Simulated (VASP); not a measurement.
# WS2 (Tungstenite) with rev-vdW-DF2: from relaxation to properties, part 2 of 3

Aim: relax WS2 (Tungstenite) with rev-vdW-DF2, compute its properties on that cell and hold them against experiment. The start is a cell from a database of measured crystal structures.

VASP 6.6.1, plane waves and PAW; the level of theory is named at each step.

So far, gap on the k-mesh (eV): step 2 (full relaxation (rev-vdW-DF2)) 1.03; step 6 (total and projected DOS (rev-vdW-DF2)) 1.00. The relaxed cell has a = 3.167, c = 12.360 Å (conventional setting).

## (7) Vibrations at Γ (rev-vdW-DF2)

Zone-centre modes test whether the atoms sit at a minimum within this cell. IBRION = 6 takes the force constants from differences of forces between displaced cells, so the forces must be tight.

INCAR

```
SYSTEM = WS2
PREC = Accurate
ENCUT = 400
EDIFF = 1E-08
NELM = 100
ISMEAR = 0
SIGMA = 0.05
LREAL = .FALSE.
ALGO = Normal
GGA = MK
AGGAC = 0
LUSE_VDW = .TRUE.
PARAM1 = 0.1234
PARAM2 = 0.711357
ZAB_VDW = -1.8867
LASPH = .TRUE.
NBANDS = 24
LORBIT = 11
LWAVE = .FALSE.
LCHARG = .FALSE.
KPAR = 4
IBRION = 6
NFREE = 2
POTIM = 0.015
ISIF = 2
NSW = 1
```

POSCAR

```
WS2
1.0
    3.1666065991      0.0000000000      0.0000000000
   -1.5833032995      2.7423617586      0.0000000000
    0.0000000000      0.0000000000     12.3604180458
W S
2 4
Direct
    0.3333333333      0.6666666667      0.2500000000
    0.6666666667      0.3333333333      0.7500000000
    0.3333333333      0.6666666667      0.6223351266
    0.6666666667      0.3333333333      0.1223351266
    0.3333333333      0.6666666667      0.8776648734
    0.6666666667      0.3333333333      0.3776648734
```

KPOINTS

```
Automatic mesh
0
Gamma
16 16 4
0 0 0
```

PAW data sets: W and S (PBE family, release 64).

The run is started by

```
$ mpirun -np 4 vasp_std
```

It took 19 min on 4 MPI ranks of AMD EPYC 9R14 (Zen 4), shared host; peak memory 5.2 GiB; 68 min of CPU time.

The last energy, forces, stress and levels in OUTCAR belong to the last displaced cell, not to the cell of POSCAR.

Numbers from this step:

| Quantity | Value |
| --- | --- |
| bands | 24 |
| irreducible k-points | 90 |
| pressure of the cell | 0.03748 GPa |
| largest force of the cell | 0.006357 eV/Å |

Transverse limit, no LO-TO splitting. Modes at Γ, with each element's share of the kinetic energy:

| mode | frequency (cm⁻¹) | symmetry | W % | S % |
| --- | --- | --- | --- | --- |
| 1 | 0.0 | acoustic | 74 | 26 |
| 2 | 0.0 | acoustic | 74 | 26 |
| 3 | 0.0 | acoustic | 74 | 26 |
| 4 | 26.8 | E2g | 75 | 25 |
| 5 | 26.8 | E2g | 75 | 25 |
| 6 | 46.6 | Bg | 75 | 25 |
| 7 | 289.3 | E2u | 0 | 100 |
| 8 | 289.3 | E2u | 0 | 100 |
| 9 | 291.8 | E1g | 0 | 100 |
| 10 | 291.8 | E1g | 0 | 100 |
| 11 | 347.3 | E1u | 26 | 74 |
| 12 | 347.3 | E1u | 26 | 74 |
| 13 | 347.6 | E2g | 25 | 75 |
| 14 | 347.6 | E2g | 25 | 75 |
| 15 | 410.3 | Bu | 0 | 100 |
| 16 | 416.5 | A1g | 0 | 100 |
| 17 | 427.7 | A2u | 26 | 74 |
| 18 | 432.8 | Bg | 25 | 75 |

Displacements in mode 4 (26.8 cm⁻¹), the largest set to 1:
```
W1  -0.79  1.00  0.00
W2   0.79 -1.00  0.00
S3   0.78 -0.99  0.00
S4  -0.78  0.99  0.00
S5   0.78 -0.99  0.00
S6  -0.78  0.99  0.00
```

Displacements in mode 7 (289.3 cm⁻¹), the largest set to 1:
```
W1   0.00  0.00  0.00
W2   0.00  0.00  0.00
S3  -0.79  1.00  0.00
S4   0.79 -1.00  0.00
S5   0.79 -1.00  0.00
S6  -0.79  1.00  0.00
```

The three acoustic modes come out at zero, and all others are real. By the characters of their eigenvectors the optical modes sort into (cm⁻¹) Raman active: E2g 27, E1g 292, E2g 348, A1g 416; infrared active: E1u 347, A2u 428; silent: Bg 47, E2u 289, Bu 410, Bg 433. B labels carry no number here, since it depends on the setting of the axes. With a centre of inversion no mode is active in both.

## (8) Independent-particle dielectric function (rev-vdW-DF2)

LOPTICS sums transitions from filled to empty bands. NBANDS is raised for it.

INCAR

```
SYSTEM = WS2
PREC = Accurate
ENCUT = 400
EDIFF = 1E-06
NELM = 100
ISMEAR = 0
SIGMA = 0.05
LREAL = .FALSE.
ALGO = Normal
GGA = MK
AGGAC = 0
LUSE_VDW = .TRUE.
PARAM1 = 0.1234
PARAM2 = 0.711357
ZAB_VDW = -1.8867
LASPH = .TRUE.
NBANDS = 66
LORBIT = 11
LWAVE = .FALSE.
LCHARG = .FALSE.
KPAR = 4
LOPTICS = .TRUE.
NEDOS = 1500
CSHIFT = 0.1
```

POSCAR is that of step 7.

KPOINTS

```
Automatic mesh
0
Gamma
13 13 3
0 0 0
```

The run is started by

```
$ mpirun -np 4 vasp_std
```

Wall time 1.8 min (4 MPI ranks); peak memory 2.2 GiB.

These are independent-particle spectra without excitons or local fields, and fine structure depends on the mesh and on CSHIFT.

This step gave:

```yaml
scf_cycles: 14
bands: 66
irreducible_k_points: 42
fermi_energy: 6.365 eV
pressure: 0.03403 GPa
conduction_bottom_at_k: 0.1538, 0.1538, 0
least_direct_gap_at_k: 0.3077, 0.3077, 0
gap_on_the_k_mesh: 0.9998 eV
least_direct_gap_on_the_k_mesh: 2.002 eV
```

The imaginary dielectric function has structure finer than the step of the table below, so its rows give means over 1 eV, whole bins alone (the curve runs from 0 to 25.0 eV). Peaks (eV: height): xx 2.9: 19.9, 4.6: 16.9; zz 6.1: 19.1, 8.8: 11.2.

Table of imaginary dielectric function by photon energy; means over each step:

```
photon energy (eV)     xx      zz
                 1  0.337  0.0770
                 2   6.12   0.443
                 3   18.3    4.28
                 4   13.9    5.51
                 5   13.2    11.1
                 6   10.2    15.7
                 7   7.08    7.64
                 8   4.61    7.97
                 9   4.23    9.68
                10   4.07    7.02
                11   4.39    4.57
                12   3.67    3.01
                13   2.79    1.99
                14   2.24    1.80
                15   1.71    1.88
                16   1.29    1.21
                17  0.945   0.699
                18  0.673   0.481
                19  0.520   0.397
                20  0.350   0.352
                21  0.252   0.238
                22  0.228   0.189
                23  0.188   0.192
                24  0.209   0.148
```

Table of real dielectric function by photon energy:

```
photon energy (eV)       xx       zz
               0.0     14.5     9.37
               0.5     14.8     9.45
               1.0     15.8     9.71
               1.5     18.1     10.2
               2.0     23.9     11.2
               2.5     23.3     13.8
               3.0     10.8     12.0
               3.5     5.80     11.0
               4.0     5.42     12.1
               4.5     5.59     12.7
               5.0   0.0817     11.9
               5.5  -0.0786     9.77
               6.0   -0.772     3.96
               6.5    -2.22    -2.14
               7.0    -3.10  -0.0320
               7.5    -2.36     1.47
               8.0    -1.61     2.87
               8.5   -0.853     1.49
               9.0   -0.800    -1.51
               9.5   -0.718    -2.80
              10.0   -0.468    -3.09
              10.5   -0.498    -3.85
              11.0   -0.529    -3.92
              11.5    -1.41    -3.41
              12.0    -2.26    -3.31
              12.5    -1.81    -2.60
              13.0    -1.46    -2.26
              13.5    -2.02    -2.01
              14.0    -1.27    -1.38
              14.5    -1.86    -1.33
              15.0    -1.59    -1.90
              15.5    -1.51    -1.76
              16.0    -1.38    -1.80
              16.5    -1.30    -1.57
              17.0    -1.22    -1.30
              17.5    -1.09    -1.15
              18.0   -0.902   -0.978
              18.5   -0.823   -0.772
              19.0   -0.771   -0.705
              19.5   -0.645   -0.545
              20.0   -0.511   -0.526
              20.5   -0.451   -0.430
              21.0   -0.333   -0.361
              21.5   -0.210   -0.267
              22.0   -0.193   -0.179
              22.5   -0.114  -0.0996
              23.0  -0.0417  -0.0573
              23.5   0.0272  -0.0343
              24.0   0.0444   0.0443
              24.5   0.0598   0.0910
```

This mesh misses the point of the least direct gap (1.81 eV in the band run), so the true onset lies lower. The mean of ε2 over directions passes 5 % of its top at 1.66 eV, against a least direct gap of 2.00 eV on this mesh; what lies under the gap is the tail of the broadening by CSHIFT. The indirect gap (0.96 eV in the band run) doesn't show, since phonons are left out.

## (9) Optical spectrum (rev-vdW-DF2)

LOPTICS sums transitions from filled to empty bands. The mesh is finer than in the run before.

INCAR is that of step 8.

POSCAR is that of step 8.

KPOINTS

```
Automatic mesh
0
Gamma
14 14 4
0 0 0
```

The run is started by

```
$ mpirun -np 4 vasp_std
```

The job ended after 2.4 min (4 MPI ranks; peak memory 2.5 GiB).

This step gave:

- irreducible k-points: 72
- Fermi energy: 6.352 eV
- pressure: 0.03425 GPa
- conduction bottom at k: 0.2143, 0.1429, 0
- least direct gap at k: 0.3571, 0.2857, 0
- gap on the k-mesh: 1.001 eV
- least direct gap on the k-mesh: 1.964 eV

The imaginary dielectric function has structure finer than the step of the table below, so its rows give means over 0.5 eV, whole bins alone (the curve runs from 0 to 25.0 eV). Peaks (eV: height): xx 2.69: 22.7, 4.54: 16.7; zz 5.87: 18.5, 8.99: 11.2.

Table of imaginary dielectric function by photon energy; means over each step:

```
photon energy (eV)     xx      zz
               0.5  0.122  0.0330
               1.0  0.309  0.0741
               1.5  0.877   0.140
               2.0   5.74   0.318
               2.5   15.7    2.15
               3.0   18.5    4.69
               3.5   15.7    4.50
               4.0   13.2    4.94
               4.5   15.3    8.14
               5.0   13.1    11.2
               5.5   10.7    14.0
               6.0   10.3    17.8
               6.5   8.98    10.8
               7.0   6.92    7.48
               7.5   5.57    6.50
               8.0   4.45    7.98
               8.5   4.32    9.72
               9.0   4.13    10.2
               9.5   4.25    7.90
              10.0   4.08    7.18
              10.5   4.03    5.72
              11.0   4.35    4.60
              11.5   4.67    3.73
              12.0   3.54    3.09
              12.5   2.93    2.22
              13.0   2.85    1.95
              13.5   2.38    1.76
              14.0   2.21    1.75
              14.5   2.15    2.09
              15.0   1.71    1.92
              15.5   1.39    1.48
              16.0   1.37    1.25
              16.5   1.10   0.852
              17.0  0.943   0.679
              17.5  0.768   0.585
              18.0  0.691   0.491
              18.5  0.600   0.424
              19.0  0.513   0.383
              19.5  0.411   0.381
              20.0  0.364   0.369
              20.5  0.281   0.282
              21.0  0.260   0.238
              21.5  0.249   0.199
              22.0  0.220   0.185
              22.5  0.199   0.199
              23.0  0.182   0.192
              23.5  0.204   0.160
              24.0  0.206   0.149
              24.5  0.200   0.155
```

Real dielectric function against photon energy:

```csv
photon energy (eV),xx,zz
0.0,14.5,9.37
0.5,14.8,9.45
1.0,15.8,9.70
1.5,18.2,10.2
2.0,22.8,11.2
2.5,24.8,13.7
3.0,11.2,11.6
3.5,5.42,11.2
4.0,5.28,12.3
4.5,4.59,12.6
5.0,-0.182,11.4
5.5,0.673,9.53
6.0,-0.996,3.27
6.5,-2.42,-3.19
7.0,-2.79,-0.560
7.5,-2.10,1.76
8.0,-1.73,2.68
8.5,-0.634,1.55
9.0,-0.712,-1.27
9.5,-0.285,-2.83
10.0,-0.937,-3.31
10.5,-0.269,-4.04
11.0,-0.568,-3.73
11.5,-1.27,-2.96
12.0,-2.28,-3.21
12.5,-1.51,-2.86
13.0,-1.34,-2.08
13.5,-1.80,-1.85
14.0,-1.37,-1.50
14.5,-1.66,-1.29
15.0,-1.74,-1.87
15.5,-1.41,-1.67
16.0,-1.37,-1.73
16.5,-1.37,-1.59
17.0,-1.14,-1.28
17.5,-1.05,-1.16
18.0,-0.946,-0.975
18.5,-0.842,-0.811
19.0,-0.789,-0.650
19.5,-0.616,-0.589
20.0,-0.547,-0.525
20.5,-0.447,-0.459
21.0,-0.329,-0.368
21.5,-0.243,-0.266
22.0,-0.187,-0.154
22.5,-0.121,-0.0977
23.0,-0.0396,-0.0724
23.5,0.0275,-0.0191
24.0,0.0525,0.0524
24.5,0.0522,0.0985
```

This mesh misses the point of the least direct gap (1.81 eV in the band run), so the true onset lies lower. The mean of ε2 over directions passes 5 % of its top at 1.66 eV, against a least direct gap of 1.96 eV on this mesh; what lies under the gap is the tail of the broadening by CSHIFT. The indirect gap (0.96 eV in the band run) doesn't show, since phonons are left out.

## (10) Core-level energies (rev-vdW-DF2)

Core levels shift with the potential at each site, so they tell like atoms on unlike sites apart.

Changes to INCAR since step 9:

```diff
@@ -16,3 +16,3 @@
 LASPH = .TRUE.
-NBANDS = 66
+NBANDS = 24
 LORBIT = 11
@@ -21,4 +21,2 @@
 KPAR = 4
-LOPTICS = .TRUE.
-NEDOS = 1500
-CSHIFT = 0.1
+ICORELEVEL = 1
```

POSCAR is that of step 9.

KPOINTS

```
Automatic mesh
0
Gamma
10 10 3
0 0 0
```

The run is started by

```
$ mpirun -np 4 vasp_std
```

It took 65 s on 4 MPI ranks; peak memory 1.9 GiB; 3.8 min of CPU time.

These are scalar-relativistic Kohn-Sham levels of the ground state, with no core hole, so they are not binding energies.

Numbers from this step:

```
bands                          : 24
irreducible k-points           : 28
Fermi energy                   : 6.392 eV
pressure                       : 0.04002 GPa
conduction bottom at k         : 0.2, 0.2, 0
least direct gap at k          : 0.3, 0.3, 0
gap on the k-mesh              : 1.029 eV
least direct gap on the k-mesh : 2.114 eV
```

Kohn-Sham core levels. Core levels, by row:

```csv
atom,shell,level below the valence-band top (eV)
W1,1s,69463
W1,2s,11984
W1,2p,10478
W1,3s,2757
W1,3p,2311
W1,3d,1799
W1,4s,565.3
W1,4p,419.1
W1,4d,234
W1,4f,28.87
W1,5s,74.45
W1,5p,38.6
W2,1s,69463
W2,2s,11984
W2,2p,10478
W2,3s,2757
W2,3p,2311
W2,3d,1799
W2,4s,565.3
W2,4p,419.1
W2,4d,234
W2,4f,28.87
W2,5s,74.45
W2,5p,38.6
S3,1s,2400
S3,2s,205.7
S3,2p,150.5
S4,1s,2400
S4,2s,205.7
S4,2p,150.5
S5,1s,2400
S5,2s,205.7
S5,2p,150.5
S6,1s,2400
S6,2s,205.7
S6,2p,150.5
```

Atoms of one element give levels within 0.1 eV of each other.

## (11) Bands along the symmetry lines (rev-vdW-DF2 + SOC)

This step: rev-vdW-DF2, spin-orbit coupling; plane waves and PAW (W, S) (VASP 6.6.1).

The mesh alone shows little of the dispersion and can miss band extrema, so KPOINTS_OPT adds a path through the symmetry points after the self-consistent cycle. Spin-orbit coupling needs spinors and the noncollinear program, where each band holds one electron.

Changes to INCAR since step 10:

```diff
@@ -16,3 +16,8 @@
 LASPH = .TRUE.
-NBANDS = 24
+LNONCOLLINEAR = .TRUE.
+MAGMOM = 0 0 0 0 0 0 0 0 0 0 0 0 0 0 0 0 0 0
+NBANDS = 48
+GGA_COMPAT = .FALSE.
+LSORBIT = .TRUE.
+LMAXMIX = 4
 LORBIT = 11
@@ -21,2 +26 @@
 KPAR = 4
-ICORELEVEL = 1
```

POSCAR is that of step 10.

KPOINTS

```
Automatic mesh
0
Gamma
8 8 2
0 0 0
```

KPOINTS_OPT

```
Line mode
16
Line-mode
Reciprocal
  0.00000000   0.00000000   0.00000000 GAMMA
  0.50000000   0.00000000   0.00000000 M

  0.50000000   0.00000000   0.00000000 M
  0.33333333   0.33333333   0.00000000 K

  0.33333333   0.33333333   0.00000000 K
  0.00000000   0.00000000   0.00000000 GAMMA

  0.00000000   0.00000000   0.00000000 GAMMA
  0.00000000   0.00000000   0.50000000 A

  0.00000000   0.00000000   0.50000000 A
  0.50000000   0.00000000   0.50000000 L

  0.50000000   0.00000000   0.50000000 L
  0.33333333   0.33333333   0.50000000 H

  0.33333333   0.33333333   0.50000000 H
  0.00000000   0.00000000   0.50000000 A

  0.50000000   0.00000000   0.50000000 L
  0.50000000   0.00000000   0.00000000 M

  0.33333333   0.33333333   0.00000000 K
  0.33333333   0.33333333   0.50000000 H
```

The run is started by

```
$ mpirun -np 4 vasp_ncl
```

Elapsed: 5.1 min, on 4 MPI ranks; peak memory 3.3 GiB; 18 min of CPU time.

Numbers from this step:

- bands: 48
- irreducible k-points: 20
- free energy (TOTEN): -38.97 eV
- Fermi energy: 6.399 eV
- pressure: -0.004818 GPa
- least gap on mesh and path: 0.9064 eV
- least direct gap on mesh and path: 1.608 eV
- conduction bottom at k: 0.1778, 0.1778, 0
- least direct gap at k: 0.3333, 0.3333, 0

On-site spin-orbit energy by atom:

```
atom  on-site spin-orbit energy (eV)
  W1                          -0.320
  W2                          -0.320
  S3                          -0.003
  S4                          -0.003
  S5                          -0.003
  S6                          -0.003
```

The electronic bands at the labelled points (eV, zero at the valence-band top; v1 is the highest filled band, c1 the lowest empty one):

```csv
point,v4,v3,v2,v1,c1,c2,c3,c4
Γ,-1.18,-1.18,0.00,0.00,2.17,2.17,2.21,2.21
0.53 of the way,-1.68,-1.68,-1.52,-1.52,1.30,1.30,1.80,1.80
M,-1.55,-1.55,-1.46,-1.46,2.12,2.12,2.15,2.15
0.53 of the way,-1.25,-1.25,-0.83,-0.83,1.74,1.74,1.95,1.95
K,-0.87,-0.87,-0.40,-0.40,1.21,1.21,1.25,1.25
0.47 of the way,-1.62,-1.62,-1.37,-1.37,0.91,0.91,1.82,1.82
Γ,-1.18,-1.18,0.00,0.00,2.17,2.17,2.21,2.21
0.47 of the way,-0.74,-0.74,-0.06,-0.06,2.18,2.19,2.21,2.21
A,-0.30,-0.30,-0.30,-0.30,2.22,2.22,2.22,2.22
0.53 of the way,-1.56,-1.56,-1.56,-1.56,1.65,1.65,1.65,1.65
L,-1.51,-1.51,-1.51,-1.51,2.14,2.14,2.14,2.14
0.53 of the way,-1.19,-1.19,-0.87,-0.87,1.76,1.76,1.94,1.94
H,-0.86,-0.86,-0.44,-0.44,1.22,1.22,1.25,1.25
0.53 of the way,-1.55,-1.55,-1.35,-1.35,1.22,1.22,1.48,1.48
A,-0.30,-0.30,-0.30,-0.30,2.22,2.22,2.22,2.22
jump to L,-1.51,-1.51,-1.51,-1.51,2.14,2.14,2.14,2.14
0.47 of the way,-1.54,-1.54,-1.48,-1.48,2.13,2.13,2.15,2.15
M,-1.55,-1.55,-1.46,-1.46,2.12,2.12,2.15,2.15
jump to K,-0.87,-0.87,-0.40,-0.40,1.21,1.21,1.25,1.25
0.53 of the way,-0.87,-0.87,-0.42,-0.42,1.21,1.21,1.25,1.25
H,-0.86,-0.86,-0.44,-0.44,1.22,1.22,1.25,1.25
```

The largest weight of each band there:

```csv
point,v4,v3,v2,v1,c1,c2,c3,c4
Γ,W 0.84,W 0.84,W 0.72,W 0.72,S 0.58,S 0.58,W 0.54,W 0.54
M,S 0.54,S 0.54,W 0.72,W 0.72,W 0.96,W 0.96,W 0.95,W 0.95
K,W 0.84,W 0.84,W 0.81,W 0.81,W 0.94,W 0.94,W 0.95,W 0.95
Γ,W 0.84,W 0.84,W 0.72,W 0.72,S 0.58,S 0.58,W 0.54,W 0.54
A,W 0.68,W 0.68,W 0.68,W 0.68,W 0.54,W 0.54,W 0.53,W 0.53
L,W 0.64,W 0.64,W 0.64,W 0.64,W 0.96,W 0.96,W 0.96,W 0.96
```

The gap moves by -0.05 eV against rev-vdW-DF2, which ran on another mesh.

On this path the gap is indirect, 0.91 eV, with the valence top at Γ and the conduction bottom between K and Γ. The least direct gap is 1.61 eV.

## (12) Starting orbitals for the hybrid

This step: PBEsol; plane waves and PAW (W, S) (VASP 6.6.1).

A hybrid converges badly from random orbitals, so a cheap semilocal run writes a WAVECAR on the same mesh first.

INCAR

```
SYSTEM = WS2
PREC = Accurate
ENCUT = 400
EDIFF = 1E-05
NELM = 100
ISMEAR = 0
SIGMA = 0.05
LREAL = .FALSE.
ALGO = Normal
GGA = PS
NBANDS = 24
LASPH = .TRUE.
LORBIT = 11
LWAVE = .TRUE.
LCHARG = .FALSE.
KPAR = 4
```

POSCAR is that of step 11.

KPOINTS

```
Automatic mesh
0
Gamma
5 5 2
0 0 0
```

The run is started by

```
$ mpirun -np 4 vasp_std
```

Run time: 10 s. Hardware: 4 MPI ranks; peak memory 0.71 GiB; 34 s of CPU time.

At this level the cell is under a tension of 3.4 GPa, so at these settings it is away from equilibrium.

A gap read on the k-mesh alone can miss the band edges.

This step gave:

```
SCF cycles                     : 13
bands                          : 24
irreducible k-points           : 10
free energy (TOTEN)            : -50.6354 eV
Fermi energy                   : 6.383 eV
pressure                       : -3.400 GPa
conduction bottom at k         : 0.2, 0.2, 0
least direct gap at k          : 0, 0, 0
gap on the k-mesh              : 1.030 eV
least direct gap on the k-mesh : 2.316 eV
```

Force by atom:

| atom | x (eV/Å) | y (eV/Å) | z (eV/Å) | size |
| --- | --- | --- | --- | --- |
| W1 | 0.000 | 0.000 | 0.000 | 0.000 |
| W2 | 0.000 | 0.000 | 0.000 | 0.000 |
| S3 | 0.000 | 0.000 | 0.411 | 0.411 |
| S4 | 0.000 | 0.000 | 0.411 | 0.411 |
| S5 | 0.000 | 0.000 | -0.411 | 0.411 |
| S6 | 0.000 | 0.000 | -0.411 | 0.411 |

(Continued in part 3 of 3.)

[Lines on the potential files, build, host, timing and source positions are cut from VASP's logs without a mark.]

[Logs are printed without paths, hosts, clocks, repeated set-up lines and the standing remarks that a program may print on its own settings, such as how far it seeks lower states.]

[Hosts, paths, dates, database ids (printed as entryN), source tags and the programs' standing remarks are cut or masked in the printed files.]

[Measured values are set beside computed ones only where the two were judged alike; some that the calculation misses by far are left out.]
